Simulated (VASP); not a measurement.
Here is the system:

```
CELL_PARAMETERS angstrom
      2.11912    -1.22367    -0.00383
      2.11912     1.22367    -0.00383
     -1.38005     0.00000     3.30495
ATOMIC_POSITIONS crystal
  C  0.83340 0.83340 0.00017
  C  0.16660 0.16660 0.99983
```

These are LDA (Ceperley-Alder, Perdew-Zunger), VASP's LDA PAW potentials (set 64) (plane waves; VASP) values and carry that method's errors. Run with 520 eV cut-off, 11×11×7 Γ-centred mesh, Gaussian smearing of 0.050 eV, potentials C.

Question: Predict the energy per atom (σ→0).

Answer: 
```json
{
 "energy per atom (σ→0)": "-10.112 eV/atom"
}
```

Only differences to runs with the same potentials and settings are physical.

The structure comes from a computed database's C entry (C2/m); how it stands against other phases isn't given here. It was relaxed first, which changed the volume by -6 %. The start is the result of an earlier pass.
